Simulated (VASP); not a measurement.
ZnCdS$_{2}$ (space group P3m1): the band gap from VASP (plane waves, PAW) at several levels of theory. Gaps are without spin-orbit coupling. Each level names its cell: its own relaxed one, PBE's, or the starting one. A gap is the smallest over the k-mesh and a band path; hybrids may have named points in place of the path, and GW has the mesh alone.

```csv
level,band gap (eV)
LDA (own cell),1.32
PBEsol (own cell),1.32
```

The cell of the LDA (own cell) run:

```xyz
4
Lattice="3.8893 0.0000 0.0000 -1.9446 3.3682 0.0000 0.0000 0.0000 6.4522" Properties=species:S:1:pos:R:3 pbc="T T T"
Zn     3.8893     0.0000     6.4436
Cd     0.0000     2.2455     3.2751
S      0.0000     2.2455     5.7584
S      1.9446     3.3682     2.2794
```

Only levels that ran to the end are used. Left out are those held back, those with too coarse a band path, GW runs whose mesh misses a band edge, hybrids' fits of cells that aren't cubic and levels without matching references; a question may draw on a part of the rest.

The structure comes from a computed database's ZnCdS2 entry (P3m1); how it stands against other phases isn't given here.
